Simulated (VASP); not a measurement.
Consider the following.

```yaml
crystal:
  lattice:
    - [2.79886, 0.00000, 0.00000]
    - [0.00000, 2.79886, 0.00000]
    - [0.00000, 0.00000, 2.79886]
  atoms:
    - { symbol: W, position: [0.00000, 0.00000, 0.00000] }
    - { symbol: B, position: [0.50000, 0.50000, 0.50000] }
```

Level of theory: PBE GGA, VASP's PBE PAW potentials (set 64) (plane waves; VASP). Run with 520 eV cut-off, 15×15×15 Γ-centred mesh, tetrahedra with Blöchl corrections, potentials W_sv B.

Unless said otherwise, spin-orbit coupling is left out, though it shifts the bands of the heavy elements here.

Problem. What does the run give for the energy per atom (σ→0), band gap (on the k-mesh) with the smallest direct gap where there is one?

Solution. 
```json
{
  "band gap (on the k-mesh)": "none (metal, semimetal or under 0.01 eV)",
  "energy per atom (σ→0)": "-913.5 kJ/mol of atoms"
}
```

Total energies compare only between runs with the same potentials, cut-off and functional.

The structure was generated: WB was put into the CsCl type type (Pm-3m), which need not be its known phase. It was relaxed first, which changed the volume by -33 %. The electron count is odd and the run is not spin-polarised, which forces a metal.
